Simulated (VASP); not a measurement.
Calculation: LDA (Ceperley-Alder, Perdew-Zunger), VASP's LDA PAW potentials (set 64) (plane waves; VASP 6.6.1).

A VASP calculation is set up with these files.

INCAR:
```
SYSTEM  =  AlN
PREC  =  Accurate; ENCUT  =  520; LREAL  =  .FALSE.
LASPH  =  .TRUE.
EDIFF  =  1E-7; NELM  =  100; ALGO  =  Normal
ISMEAR  =  -5
ISIF  =  2
LWAVE  =  .FALSE.; LCHARG  =  .TRUE.; LORBIT  =  11
NEDOS  =  601
```

**POSCAR**
```
AlN
1.0
  0.0000000000   2.1733895804   2.1733895804
  2.1733895804   0.0000000000   2.1733895804
  2.1733895804   2.1733895804   0.0000000000
Al N
1 1
Cartesian
  0.0000000000   0.0000000000   0.0000000000
  1.0866947902   1.0866947902   1.0866947902
```

**KPOINTS**
```
Automatic mesh
0
Gamma
12 12 12
0 0 0
```

POTCAR, in this order: Al N (LDA.64 set). Program: vasp_std.

Output

File OUTCAR:
```
 ion  position               nearest neighbor table
   1  0.000  0.000  0.000-   2 1.88   2 1.88   2 1.88   2 1.88
   2  0.250  0.250  0.250-   1 1.88   1 1.88   1 1.88   1 1.88
  LATTYP: Found a face centered cubic cell.
 ALAT       =     4.3467791608
 Subroutine PRICEL returns:
 Original cell was already a primitive cell.
 Subroutine GETGRP returns: Found 24 space group operations
The static configuration has the point symmetry T_d .
The dynamic configuration has the point symmetry T_d .
 Subroutine INISYM returns: Found 24 space group operations
 Subroutine IBZKPT returns following result:
 Found     72 irreducible k-points:

 Following reciprocal coordinates:
            Coordinates               Weight
  0.000000  0.000000  0.000000      1.000000
  0.083333  0.000000  0.000000      8.000000
  0.166667  0.000000  0.000000      8.000000
  0.250000  0.000000  0.000000      8.000000
  0.333333  0.000000  0.000000      8.000000
  0.416667  0.000000  0.000000      8.000000
  0.500000  0.000000  0.000000      4.000000
  0.083333  0.083333  0.000000      6.000000
  0.166667  0.083333  0.000000     24.000000
...
```

OSZICAR:
```
       N       E                     dE             d eps       ncg     rms          rms(c)
DAV:   1     0.641098036608E+01    0.64110E+01   -0.42005E+03  1272   0.840E+02
DAV:   2    -0.185606044710E+02   -0.24972E+02   -0.24890E+02  1544   0.126E+02
DAV:   3    -0.189345688449E+02   -0.37396E+00   -0.37396E+00  1352   0.191E+01
DAV:   4    -0.189356903855E+02   -0.11215E-02   -0.11215E-02  1704   0.108E+00
DAV:   5    -0.189356915025E+02   -0.11170E-05   -0.11170E-05  1400   0.276E-02    0.873E+00
DAV:   6    -0.164532886258E+02    0.24824E+01   -0.14497E+01  1152   0.241E+01    0.306E+00
DAV:   7    -0.164042937104E+02    0.48995E-01   -0.71352E-02  1248   0.277E+00    0.192E+00
DAV:   8    -0.163756107125E+02    0.28683E-01   -0.25643E-02  1424   0.186E+00    0.279E-01
DAV:   9    -0.163755862766E+02    0.24436E-04   -0.32529E-04  1592   0.164E-01    0.167E-01
DAV:  10    -0.163756138326E+02   -0.27556E-04   -0.19986E-05  1328   0.398E-02    0.443E-02
DAV:  11    -0.163756136035E+02    0.22914E-06   -0.25246E-06  1392   0.890E-03    0.695E-03
DAV:  12    -0.163756136082E+02   -0.47696E-08   -0.18712E-07  1056   0.350E-03
   1 F= -.16375614E+02 E0= -.16375614E+02  d E =0.000000E+00
```

OUTCAR:
```
------------------------ aborting loop because EDIFF is reached ----------------------------------------
  FORCE on cell =-STRESS in cart. coord.  units (eV):
  Direction    XX          YY          ZZ          XY          YZ          ZX
  --------------------------------------------------------------------------------------
  Total       -0.0035349     -0.0035349     -0.0035349     -0.0000000     -0.0000000     -0.0000000
  in kB       -0.2758340     -0.2758340     -0.2758340     -0.0000000     -0.0000000     -0.0000000
  external PRESSURE =      -0.2758340 kB  Pullay stress =       0.0000000 kB
  volume of cell :       20.53
      direct lattice vectors                 reciprocal lattice vectors
     0.000000000  2.173389580  2.173389580    -0.230055396  0.230055396  0.230055396
     2.173389580  0.000000000  2.173389580     0.230055396 -0.230055396  0.230055396
     2.173389580  2.173389580  0.000000000     0.230055396  0.230055396 -0.230055396
  FREE ENERGIE OF THE ION-ELECTRON SYSTEM (eV)
  ---------------------------------------------------
  free  energy   TOTEN  =       -16.3756136082 eV

  energy  without entropy=      -16.3756136082  energy(sigma->0) =      -16.37561361

 total charge

# of ion       s       p       d       tot
------------------------------------------
    1        0.379   0.465   0.000   0.844
    2        1.211   2.620   0.000   3.831
--------------------------------------------------
tot          1.590   3.085   0.000   4.675
```
(Selected blocks of OUTCAR.)

The compound is AlN in the zinc blende structure, a metastable form; wurtzite is the usual one. It was relaxed first.
